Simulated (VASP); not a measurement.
Method: r2SCAN meta-GGA, VASP's PBE PAW potentials (set 64) (plane waves; VASP).

A VASP calculation is set up with these files.

File KPOINTS:
```
Automatic mesh
0
Gamma
11 11 10
0 0 0
```

INCAR:
```
ALGO=Normal
EDIFF=1E-6
EDIFFG=-0.01
ENCUT=400
IBRION=2
ISIF=3
ISMEAR=1
LASPH=.True.
LCHARG=.False.
LMAXMIX=4
LMIXTAU=.True.
LREAL=.False.
LWAVE=.False.
METAGGA=R2SCAN
NELM=100
NSW=60
PREC=Accurate
SIGMA=0.1
SYSTEM=NbAs
```

### POSCAR
```
NbAs
1
    3.4326063603     0.0000000000    -0.0000000000
   -1.7163031801     2.9727244680     0.0000000000
    0.0000000000    -0.0000000000     3.4486294612
Nb As
1 1
Direct
  0.0000000000   0.0000000000   0.0000000000
  0.6666670000   0.3333330000   0.5000000000
```

POTCAR, in this order: Nb_sv As (PBE.64 set). Program: vasp_std.

Problem. What will the output report for the number of irreducible k-points (NKPTS), number of bands (NBANDS), largest plane-wave count, number of space-group operations, FFT grid (NGX, NGY, NGZ)?

Solution. 
| Quantity | Result |
|---|---|
| number of irreducible k-points (NKPTS) | 96 |
| number of bands (NBANDS) | 13 |
| largest plane-wave count | 660 |
| number of space-group operations | 12 |
| FFT grid (NGX, NGY, NGZ) | 24 × 24 × 24 |

The structure was generated: NbAs was put into the WC type (P-6m2), which need not be its known phase. This run relaxes it. Symmetry was kept, so distortions that lower it aren't found. The start is the result of an earlier pass.
